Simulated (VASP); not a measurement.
These are PBE GGA with D3 dispersion (Becke-Johnson damping), VASP's PBE PAW potentials (set 64) (plane waves; VASP) values and carry that method's errors.

Input for VASP

### INCAR
```
SYSTEM=Ba
ISMEAR=1
GGA=PE
PREC=Accurate
EDIFF=1E-7   # SCF stop (eV)
IVDW=12   # D3, Becke-Johnson
ISIF=2   # forces and stress, cell fixed
LMAXMIX=4
LREAL=.FALSE.
LWAVE=.FALSE.
ALGO=Normal   # blocked Davidson
SIGMA=0.1   # width (eV)
NELM=100
LASPH=.TRUE.
LCHARG=.FALSE.
ENCUT=520
```

File POSCAR:
```
Ba
1
   -2.5187866436     2.5187866436     2.5187866436
    2.5187866436    -2.5187866436     2.5187866436
    2.5187866436     2.5187866436    -2.5187866436
Ba
1
Direct
  0.0000000000   0.0000000000   0.0000000000
```

File KPOINTS:
```
Automatic mesh
0
Gamma
10 10 10
0 0 0
```

POTCAR, in this order: Ba_sv (PBE.64 set). Program: vasp_std.

The run wrote:

OUTCAR:
```
 ion  position               nearest neighbor table
   1  0.000  0.000  0.000-
  LATTYP: Found a body centered cubic cell.
 ALAT       =     5.0375732872
 Subroutine PRICEL returns:
 Original cell was already a primitive cell.
 Subroutine GETGRP returns: Found 48 space group operations
The static configuration has the point symmetry O_h .
The dynamic configuration has the point symmetry O_h .
 Subroutine INISYM returns: Found 48 space group operations
 Subroutine IBZKPT returns following result:
 Found     47 irreducible k-points:

 Following reciprocal coordinates:
            Coordinates               Weight
  0.000000  0.000000  0.000000      1.000000
  0.100000  0.000000  0.000000     12.000000
  0.200000  0.000000  0.000000     12.000000
  0.300000  0.000000  0.000000     12.000000
  0.400000  0.000000  0.000000     12.000000
  0.500000  0.000000  0.000000      6.000000
  0.100000  0.100000  0.000000     24.000000
  0.200000  0.100000  0.000000     48.000000
  0.300000  0.100000 -0.000000     48.000000
  0.400000  0.100000  0.000000     48.000000
  0.200000  0.200000  0.000000     24.000000
  0.300000  0.200000  0.000000     48.000000
  0.400000  0.200000  0.000000     24.000000
  0.300000  0.300000  0.000000     24.000000
  0.100000  0.100000  0.100000      8.000000
  0.200000  0.100000  0.100000     24.000000
  0.300000  0.100000  0.100000     24.000000
  0.400000  0.100000  0.100000     12.000000
 -0.100000  0.100000  0.100000      6.000000
  0.200000  0.200000  0.100000     24.000000
  0.300000  0.200000  0.100000     48.000000
 -0.200000  0.200000  0.100000     24.000000
  0.300000  0.300000  0.100000      8.000000
 -0.300000  0.300000  0.100000     24.000000
 -0.200000  0.300000  0.100000     24.000000
 -0.400000  0.400000  0.100000     24.000000
 -0.300000  0.400000  0.100000     48.000000
  0.500000  0.500000  0.100000     12.000000
 -0.400000  0.500000  0.100000     48.000000
 -0.300000  0.500000  0.100000     24.000000
 -0.400000 -0.400000  0.100000     24.000000
  0.200000  0.200000  0.200000      8.000000
  0.300000  0.200000  0.200000     12.000000
 -0.200000  0.200000  0.200000      6.000000
 -0.300000  0.300000  0.200000     24.000000
 -0.400000  0.400000  0.200000     24.000000
 -0.300000  0.400000  0.200000     24.000000
  0.500000  0.500000  0.200000     12.000000
 -0.400000  0.500000  0.200000     48.000000
 -0.400000 -0.400000  0.200000      8.000000
   k-points           NKPTS =     47   k-points in BZ     NKDIM =     47   number of bands    NBANDS=      9
   number of dos      NEDOS =    301   number of ions     NIONS =      1
   total plane-waves  NPLWV =  32768
   dimension x,y,z NGX =    32 NGY =   32 NGZ =   32
   dimension x,y,z NGXF=    64 NGYF=   64 NGZF=   64
   ions per type =               1
   PREC   = accura    normal or accurate (medium, high low for compatibility)
   ISTART =      0    job   : 0-new  1-cont  2-samecut
   ICHARG =      2    charge: 1-file 2-atom 10-const
   ISPIN  =      1    spin polarized calculation?
   LNONCOLLINEAR =      F non collinear calculations
   LSORBIT =      F    spin-orbit coupling
   INIWAV =      1    electr: 0-lowe 1-rand  2-diag
   ENCUT  =  520.0 eV  38.22 Ry    6.18 a.u.   8.11  8.11  8.11*2*pi/ulx,y,z
   NELM   =    100;   NELMIN=  2; NELMDL= -5     # of ELM steps
   EDIFF  = 0.1E-06   stopping-criterion for ELM
   LREAL  =      F    real-space projection
   NLSPLINE    = F    spline interpolate recip. space projectors
   LMAXMIX     =    4 max onsite mixed and CHGCAR
   VOSKOWN=      0    Vosko Wilk Nusair interpolation
...
```

**OSZICAR**
```
       N       E                     dE             d eps       ncg     rms          rms(c)
DAV:   1     0.575038053663E+02    0.57504E+02   -0.42354E+03   846   0.913E+02
DAV:   2     0.388468270832E+00   -0.57115E+02   -0.56433E+02  1003   0.151E+02
DAV:   3    -0.185450377098E+01   -0.22430E+01   -0.22356E+01  1059   0.345E+01
DAV:   4    -0.190509137353E+01   -0.50588E-01   -0.50538E-01  1343   0.473E+00
DAV:   5    -0.190599803407E+01   -0.90666E-03   -0.90653E-03  1171   0.357E-01    0.160E+00
DAV:   6    -0.190575806615E+01    0.23997E-03   -0.26206E-03  1176   0.623E-01    0.954E-01
DAV:   7    -0.190628227911E+01   -0.52421E-03   -0.65351E-03   943   0.105E+00    0.436E-02
DAV:   8    -0.190646112547E+01   -0.17885E-03   -0.33889E-04  1363   0.125E-01    0.264E-02
DAV:   9    -0.190646873233E+01   -0.76069E-05   -0.77408E-06  1083   0.304E-02    0.826E-03
DAV:  10    -0.190647077341E+01   -0.20411E-05   -0.54001E-06  1102   0.184E-02    0.179E-03
DAV:  11    -0.190647073350E+01    0.39915E-07   -0.50151E-07  1242   0.762E-03
   1 F= -.21026044E+01 E0= -.21024695E+01  d E =-.404632E-03
```

File OUTCAR:
```
------------------------ aborting loop because EDIFF is reached ----------------------------------------
 Edisp (eV)   -0.19613
  FORCE on cell =-STRESS in cart. coord.  units (eV):
  Direction    XX          YY          ZZ          XY          YZ          ZX
  --------------------------------------------------------------------------------------
  Total      -0.20429    -0.20429    -0.20429     0.00000     0.00000     0.00000
  in kB      -5.12061    -5.12061    -5.12061     0.00000     0.00000     0.00000
  external pressure =       -5.12 kB  Pullay stress =        0.00 kB
  volume of cell :       63.92
      direct lattice vectors                 reciprocal lattice vectors
    -2.518786644  2.518786644  2.518786644     0.000000000  0.198508278  0.198508278
     2.518786644 -2.518786644  2.518786644     0.198508278  0.000000000  0.198508278
     2.518786644  2.518786644 -2.518786644     0.198508278  0.198508278  0.000000000
 POSITION                                       TOTAL-FORCE (eV/Angst)
 -----------------------------------------------------------------------------------
      0.00000      0.00000      0.00000         0.000000     -0.000000     -0.000000
 -----------------------------------------------------------------------------------
    total drift:                                0.000000      0.000000     -0.000000
  FREE ENERGIE OF THE ION-ELECTRON SYSTEM (eV)
  ---------------------------------------------------
  free  energy   TOTEN  =        -2.1026044239 eV

  energy  without entropy=       -2.1021997921  energy(sigma->0) =       -2.10246955
```
(Selected blocks of OUTCAR.)

The compound is Ba in the bcc structure. This cell is one point of a volume scan, at 1.06 of the reference volume.
